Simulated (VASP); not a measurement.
An input for Ansatz (written as the equivalent of a VASP run, and not itself run):

Ansatz 0.2 input:
```yaml
crystal:
  lattice:
    - [0.0000000, 1.7339358, 1.7339358]
    - [1.7339358, 0.0000000, 1.7339358]
    - [1.7339358, 1.7339358, 0.0000000]
  atoms:
    - { symbol: Cu, position: [0.0000000, 0.0000000, 0.0000000] }
kpoints:
  mp_grid: { grid: [18, 18, 18] }
hamiltonian:
  xc: r2scan
  pseudopotentials: { kind: paw }
scf:
  occupations: { method: methfessel_paxton, width: 0.1 }
  max_iter: 100
relax:
  max_steps: 40
  f_tol: 0.02
  cell: { p_target: 30 }
output: { forces: true, stress: true, eigenvalues: true }
```

### Question
Write the VASP files for the same calculation (r2SCAN).

### Answer
This is not unique; one that fits is 
**POSCAR**
```
Cu
1
    0.0000000000     1.7339358231     1.7339358231
    1.7339358231    -0.0000000000     1.7339358231
    1.7339358231     1.7339358231     0.0000000000
Cu
1
Direct
  0.0000000000   0.0000000000   0.0000000000
```

INCAR:
```
PSTRESS = 300   # kbar
ISMEAR = 1   # Methfessel-Paxton
LASPH = .TRUE.   # aspherical one-centre terms
LMIXTAU = .TRUE.
METAGGA = R2SCAN
PREC = Accurate
LREAL = .FALSE.   # projection in real space or not
ENCUT = 500
SIGMA = 0.1
LMAXMIX = 4
EDIFFG = -0.02
EDIFF = 1E-6
IBRION = 2
LCHARG = .FALSE.
NSW = 40
SYSTEM = Cu
NELM = 100
ALGO = Normal   # blocked Davidson
ISIF = 3   # ions, shape and volume
LWAVE = .FALSE.
```

KPOINTS:
```
Automatic mesh
0
Gamma
18 18 18
0 0 0
```

POTCAR, in this order: Cu (PBE.64 set). Program: vasp_std.

What does not carry over: each code has its own PAW files, so the cut-off isn't converted (ENCUT is set for VASP's; basis.ecutwfc is left out, and Ansatz then takes the one that its files recommend); Ansatz stops its SCF on the density residual and VASP on the energy change (EDIFF).

The compound is Cu in the fcc structure. This run relaxes it under an external pressure of 30 GPa. Symmetry was kept, so distortions that lower it aren't found.
